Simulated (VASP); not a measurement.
The input files of a VASP run:

### INCAR
```
SYSTEM  =  InSb
PREC  =  Accurate; ENCUT  =  520; LREAL  =  F
LASPH  =  T
EDIFF  =  1E-6; NELM  =  100; ALGO  =  Normal
LMAXMIX  =  4
ISMEAR  =  0; SIGMA  =  0.05
GGA  =  PE; IVDW  =  12
IBRION  =  2; NSW  =  60; ISIF  =  3
EDIFFG  =  -0.01
LWAVE  =  F; LCHARG  =  F
```

KPOINTS:
```
kpoints
0
gamma
 6 6 6
0 0 0
```

### POSCAR
```
InSb
1
    0.0000000000     3.2400000000     3.2400000000
    3.2400000000     0.0000000000     3.2400000000
    3.2400000000     3.2400000000     0.0000000000
In Sb
1 1
Direct
  0.0000000000   0.0000000000   0.0000000000
  0.2500000000   0.2500000000   0.2500000000
```

POTCAR, in this order: In_d Sb (PBE.64 set). Program: vasp_std.

Write an equivalent input for Ansatz.

One equivalent input (not run):
Ansatz 0.2 input:
```yaml
crystal:
  lattice:
    - [0.0000000, 3.2400000, 3.2400000]
    - [3.2400000, 0.0000000, 3.2400000]
    - [3.2400000, 3.2400000, 0.0000000]
  atoms:
    - { symbol: In, position: [0.0000000, 0.0000000, 0.0000000] }
    - { symbol: Sb, position: [0.2500000, 0.2500000, 0.2500000] }
kpoints:
  mp_grid: { grid: [6, 6, 6] }
hamiltonian:
  xc: pbe
  dispersion: d3bj
  pseudopotentials: { kind: paw }
scf:
  occupations: { method: gaussian, width: 0.05 }
  max_iter: 100
relax:
  max_steps: 60
  f_tol: 0.01
  cell: {}
output: { forces: true, stress: true, eigenvalues: true }
```
The two are equivalent in intent, not identical: each code has its own PAW files, so the cut-off isn't converted (ENCUT is set for VASP's; basis.ecutwfc is left out, and Ansatz then takes the one that its files recommend); Ansatz stops its SCF on the density residual and VASP on the energy change (EDIFF).

The compound is InSb in the zinc blende structure. This run relaxes it. Symmetry was kept, so distortions that lower it aren't found.
